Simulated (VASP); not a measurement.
Computed with PBE GGA with spin-orbit coupling, VASP's PBE PAW potentials (set 64) (plane waves; VASP).

A VASP calculation is set up with these files.

File KPOINTS:
```
Automatic mesh
0
G
4 4 2
0 0 0
```

POSCAR:
```
I
4.3530740
  0.5501859146  -0.8350420875   0.0000000000
  0.5501859146   0.8350420875   0.0000000000
  0.0000000000   0.0000000000   2.2489854296
I
4
Cartesian
  0.9335961736   0.0017168465   1.9860160613
  0.7113304173   0.0005636534   0.8571670617
  0.3769846378   0.0011732341   1.3900079346
  0.1788329799  -0.0034528990   0.2647798016
```

INCAR:
```
! general
SYSTEM        = I
PREC          = Accurate
ENCUT         = 300   ! plane-wave cut-off (eV)
LREAL         = .False.
LASPH         = .True.

! electronic loop
EDIFF         = 1E-6   ! SCF stop (eV)
NELM          = 100
ALGO          = Normal
LMAXMIX       = 4

! smearing
ISMEAR        = 0   ! Gaussian
SIGMA         = 0.02   ! width (eV)

! functional
GGA           = PE
GGA_COMPAT    = .False.

! spin
MAGMOM        = 0.0 0.0 0.0 0.0 0.0 0.0 0.0 0.0 0.0 0.0 0.0 0.0
LSORBIT       = .True.
LNONCOLLINEAR = .True.

! ions
ISIF          = 2   ! forces and stress, cell fixed

! output
LWAVE         = .False.
LCHARG        = .False.
LORBIT        = 11   ! lm-projected
```

POTCAR, in this order: I (PBE.64 set). Program: vasp_ncl.

The resulting files:

File OUTCAR:
```
 ion  position               nearest neighbor table
   1  0.847  0.849  0.883-   4 2.75   3 3.51   3 3.55
   2  0.646  0.647  0.381-   3 2.74   4 3.47
   3  0.342  0.343  0.618-   2 2.74   1 3.51   1 3.55
   4  0.165  0.160  0.118-   1 2.75   2 3.47
  LATTYP: Found a base centered orthorhombic cell.
 ALAT       =     4.7900000000
 B/A-ratio  =     1.5177453027
 C/A-ratio  =     2.0438413361
 Subroutine PRICEL returns:
 Original cell was already a primitive cell.
 Subroutine GETGRP returns: Found  1 space group operations
The static configuration has the point symmetry C_1 .
The dynamic configuration has the point symmetry C_1 .
The overall configuration has the point symmetry C_1 .
 Subroutine INISYM returns: Found  1 space group operations
 Subroutine IBZKPT returns following result:
 Found     32 irreducible k-points:

 Following reciprocal coordinates:
            Coordinates               Weight
  0.000000  0.000000  0.000000      1.000000
  0.250000  0.000000  0.000000      1.000000
 -0.250000 -0.000000  0.000000      1.000000
  0.000000  0.250000  0.000000      1.000000
 -0.000000 -0.250000  0.000000      1.000000
  0.500000  0.000000  0.000000      1.000000
  0.000000  0.500000  0.000000      1.000000
  0.250000  0.250000  0.000000      1.000000
 -0.250000 -0.250000  0.000000      1.000000
  0.500000  0.250000  0.000000      1.000000
  0.500000 -0.250000  0.000000      1.000000
  0.250000  0.500000  0.000000      1.000000
 -0.250000  0.500000  0.000000      1.000000
 -0.250000  0.250000  0.000000      1.000000
  0.250000 -0.250000  0.000000      1.000000
  0.500000  0.500000  0.000000      1.000000
  0.000000  0.000000  0.500000      1.000000
  0.250000  0.000000  0.500000      1.000000
 -0.250000 -0.000000  0.500000      1.000000
  0.000000  0.250000  0.500000      1.000000
 -0.000000 -0.250000  0.500000      1.000000
  0.500000  0.000000  0.500000      1.000000
  0.000000  0.500000  0.500000      1.000000
  0.250000  0.250000  0.500000      1.000000
 -0.250000 -0.250000  0.500000      1.000000
  0.500000  0.250000  0.500000      1.000000
  0.500000 -0.250000  0.500000      1.000000
  0.250000  0.500000  0.500000      1.000000
 -0.250000  0.500000  0.500000      1.000000
 -0.250000  0.250000  0.500000      1.000000
  0.250000 -0.250000  0.500000      1.000000
  0.500000  0.500000  0.500000      1.000000
   k-points           NKPTS =     32   k-points in BZ     NKDIM =     32   number of bands    NBANDS=     36
   number of dos      NEDOS =    301   number of ions     NIONS =      4
   total plane-waves  NPLWV =  43904
   dimension x,y,z NGX =    28 NGY =   28 NGZ =   56
   dimension x,y,z NGXF=    56 NGYF=   56 NGZF=  112
   ions per type =               4
   PREC   = accura    normal or accurate (medium, high low for compatibility)
   ISTART =      0    job   : 0-new  1-cont  2-samecut
   ICHARG =      2    charge: 1-file 2-atom 10-const
   ISPIN  =      1    spin polarized calculation?
   LNONCOLLINEAR =      T non collinear calculations
   LSORBIT =      T    spin-orbit coupling
   INIWAV =      1    electr: 0-lowe 1-rand  2-diag
   ENCUT  =  300.0 eV  22.05 Ry    4.70 a.u.   6.15  6.15 13.83*2*pi/ulx,y,z
   NELM   =    100;   NELMIN=  2; NELMDL= -5     # of ELM steps
   EDIFF  = 0.1E-05   stopping-criterion for ELM
   LREAL  =      F    real-space projection
   NLSPLINE    = F    spline interpolate recip. space projectors
   LMAXMIX     =    4 max onsite mixed and CHGCAR
   VOSKOWN=      0    Vosko Wilk Nusair interpolation
   EDIFFG = 0.1E-04   stopping-criterion for IOM
   NSW    =      0    number of steps for IOM
...
```

File OSZICAR:
```
       N       E                     dE             d eps       ncg     rms          rms(c)
DAV:   1     0.135436600067E+03    0.13544E+03   -0.76787E+03  2304   0.804E+02
DAV:   2     0.435297225220E+01   -0.13108E+03   -0.12908E+03  3096   0.162E+02
DAV:   3    -0.652448114300E+01   -0.10877E+02   -0.10822E+02  2736   0.545E+01
DAV:   4    -0.678770083808E+01   -0.26322E+00   -0.26307E+00  2792   0.102E+01
DAV:   5    -0.679184352449E+01   -0.41427E-02   -0.41421E-02  2708   0.133E+00    0.111E+01
DAV:   6    -0.662930443630E+01    0.16254E+00   -0.14436E-01  2512   0.206E+00    0.729E+00
DAV:   7    -0.657998934816E+01    0.49315E-01   -0.99458E-02  2480   0.170E+00    0.402E+00
DAV:   8    -0.657854047398E+01    0.14489E-02   -0.46417E-02  2540   0.121E+00    0.392E-01
DAV:   9    -0.657614469754E+01    0.23958E-02   -0.99122E-03  2428   0.536E-01    0.166E-01
DAV:  10    -0.657618775375E+01   -0.43056E-04   -0.54144E-04  2576   0.132E-01    0.835E-02
DAV:  11    -0.657623629309E+01   -0.48539E-04   -0.49478E-05  2480   0.485E-02    0.199E-02
DAV:  12    -0.657624372935E+01   -0.74363E-05   -0.87197E-06  2540   0.190E-02    0.871E-03
DAV:  13    -0.657624500134E+01   -0.12720E-05   -0.81438E-07  1476   0.627E-03    0.401E-03
DAV:  14    -0.657624598275E+01   -0.98141E-06   -0.63813E-07  1404   0.539E-03
   1 F= -.65762460E+01 E0= -.65762460E+01  d E =-.426823E-15  mag=     0.0000    -0.0000    -0.0000
```

**OUTCAR**
```
------------------------ aborting loop because EDIFF is reached ----------------------------------------
  FORCE on cell =-STRESS in cart. coord.  units (eV):
  Direction    XX          YY          ZZ          XY          YZ          ZX
  --------------------------------------------------------------------------------------
  Total        0.7644255      1.2948992      1.5659492     -0.0005442     -0.0055204     -0.0602670
  in kB        7.1849401     12.1709345     14.7185702     -0.0051146     -0.0518872     -0.5664580
  external PRESSURE =      11.3581482 kB  Pullay stress =       0.0000000 kB
  volume of cell :      170.46
      direct lattice vectors                 reciprocal lattice vectors
     2.395000000 -3.635000000  0.000000000     0.208768267 -0.137551582  0.000000000
     2.395000000  3.635000000  0.000000000     0.208768267  0.137551582  0.000000000
     0.000000000  0.000000000  9.790000000     0.000000000  0.000000000  0.102145046
 POSITION                                       TOTAL-FORCE (eV/Angst)
 -----------------------------------------------------------------------------------
      4.06401      0.00747      8.64527        -0.136044     -0.006848     -0.422119
      3.09647      0.00245      3.73131         0.222497     -0.005513     -0.429376
      1.64104      0.00511      6.05081        -0.247600      0.001536      0.440447
      0.77847     -0.01503      1.15261         0.161147      0.010825      0.411048
 -----------------------------------------------------------------------------------
    total drift:                               -0.000278      0.000106     -0.000003
  FREE ENERGIE OF THE ION-ELECTRON SYSTEM (eV)
  ---------------------------------------------------
  free  energy   TOTEN  =        -6.5762459827 eV

  energy  without entropy=       -6.5762459827  energy(sigma->0) =       -6.57624598

 total charge

# of ion       s       p       d       tot
------------------------------------------
    1        1.538   2.650   0.028   4.217
    2        1.539   2.650   0.029   4.217
    3        1.540   2.646   0.029   4.215
    4        1.540   2.645   0.029   4.215
--------------------------------------------------
tot          6.157  10.591   0.116  16.863

 magnetization (x)

# of ion       s       p       d       tot
------------------------------------------
    1       -0.000  -0.000   0.000  -0.000
    2       -0.000  -0.000   0.000  -0.000
    3       -0.000   0.000   0.000  -0.000
    4       -0.000  -0.000   0.000  -0.000
--------------------------------------------------
tot         -0.000  -0.000   0.000  -0.000

 magnetization (y)

# of ion       s       p       d       tot
------------------------------------------
    1       -0.000   0.000  -0.000  -0.000
    2        0.000  -0.000   0.000  -0.000
    3       -0.000  -0.000   0.000  -0.000
    4        0.000  -0.000  -0.000  -0.000
--------------------------------------------------
tot         -0.000  -0.000  -0.000  -0.000

 magnetization (z)

# of ion       s       p       d       tot
------------------------------------------
    1        0.000  -0.000   0.000   0.000
    2       -0.000   0.000   0.000   0.000
    3       -0.000   0.000   0.000   0.000
    4        0.000  -0.000   0.000   0.000
--------------------------------------------------
tot          0.000   0.000   0.000   0.000

 Ion:    1  E_soc:     -0.3116811

 Ion:    2  E_soc:     -0.3109781

 Ion:    3  E_soc:     -0.3126471

 Ion:    4  E_soc:     -0.3129823
```
(Selected blocks of OUTCAR.)

The structure is a typed I crystal. The cell was not relaxed at this level, atoms are displaced from their ideal sites. The run is one of a series of settings (GGA = PE, GGA_COMPAT = .FALSE., LNONCOLLINEAR = .TRUE., LSORBIT = .TRUE., MAGMOM = 0.0 0.0 0.0 0.0 0.0 0.0 0.0 0.0 0.0 0.0 0.0 0.0, POTCAR I (PBE.64 set), program vasp_ncl against the base run), some of them coarse on purpose.
